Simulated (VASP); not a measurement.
Level of theory: r2SCAN meta-GGA, VASP's PBE PAW potentials (set 64) (plane waves; VASP).

The input files of a VASP run:

File POSCAR:
```
ScCo
1
    3.1893939000     0.0000000000     0.0000000000
    0.0000000000     3.1422600000     0.0000000000
    0.0000000000     0.0000000000     3.1893939000
Sc Co
1 1
Direct
  0.5000000000   0.5000000000   0.5000000000
  0.0000000000   0.0000000000   0.0000000000
```

**INCAR**
```
! general
SYSTEM =ScCo
PREC   =Accurate
ENCUT  =480
LREAL  =.FALSE.
LASPH  =.TRUE.

! electronic loop
EDIFF  =1E-7
NELM   =100
ALGO   =Normal
LMAXMIX=4
LMIXTAU=.TRUE.

! smearing
ISMEAR =1
SIGMA  =0.1

! functional
METAGGA=R2SCAN

! spin
ISPIN  =2

! ions
ISIF   =2

! output
LWAVE  =.FALSE.
LCHARG =.FALSE.
LORBIT =10
```

File KPOINTS:
```
Regular mesh
0
Gamma
10 10 10
0 0 0
```

POTCAR, in this order: Sc_sv Co (PBE.64 set). Program: vasp_std. The INCAR's line for the spin-polarised start is left out here.

The run has a spin-polarised start.

Estimate the energy per atom (σ→0), cell moment, pressure, band gap (on the k-mesh).

```yaml
energy per atom (σ→0): -1215.9 kJ/mol of atoms
cell_moment: 0.21 μB
band gap (on the k-mesh): none (metal, semimetal or under 0.01 eV)
pressure: -2.85 GPa
```

OSZICAR:
```
...
DAV:  14    -0.252031297406E+02    0.22298E-03   -0.21818E-03 10592   0.485E-01    0.976E-02
DAV:  15    -0.252031448240E+02   -0.15083E-04   -0.50237E-04  9164   0.258E-01    0.397E-02
DAV:  16    -0.252031426838E+02    0.21402E-05   -0.19492E-04 11496   0.114E-01    0.145E-02
DAV:  17    -0.252031462097E+02   -0.35259E-05   -0.67516E-06  8274   0.285E-02    0.128E-02
DAV:  18    -0.252031443125E+02    0.18972E-05   -0.34285E-06  9676   0.213E-02    0.592E-03
DAV:  19    -0.252031441843E+02    0.12816E-06   -0.20798E-06 10294   0.131E-02    0.110E-03
DAV:  20    -0.252031441489E+02    0.35412E-07   -0.18166E-07  4776   0.401E-03
   1 F= -.25203144E+02 E0= -.25203251E+02  d E =0.320961E-03  mag=     0.2052
```

The structure comes from a computed database's ScCo entry (Pm-3m); how it stands against other phases isn't given here. This cell was strained or had an atom moved on purpose.
